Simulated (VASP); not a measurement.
Here is the system:

```
FeNi3
1.0
    3.55000     0.00000     0.00000
    0.00000     3.55000     0.00000
    0.00000     0.00000     3.55000
Fe Ni
1 3
Direct
  0.00000   0.00000   0.00000
  0.00000   0.50000   0.50000
  0.50000   0.00000   0.50000
  0.50000   0.50000   0.00000
```
Starting moments (μB, in the order of the record's atoms Fe Ni Ni Ni): 3.0 0.7 0.7 0.7.

The numbers are results of PBE GGA, VASP's PBE PAW potentials (set 64) (plane waves; VASP), not measurements. Numerical set-up: 400 eV cut-off, 8×8×8 Γ-centred mesh, first-order Methfessel-Paxton smearing of 0.10 eV, potentials Fe Ni.

Problem. Give the stress tensor in GPa (positive for a compressed cell).

Solution. 
```
-1.45   0.00   0.00
 0.00  -1.45   0.00
 0.00   0.00  -1.45
```
The pressure is its mean diagonal, -1.45 GPa.

The compound is Ni3Fe in the L1_2 structure. The cell was not relaxed at this level.
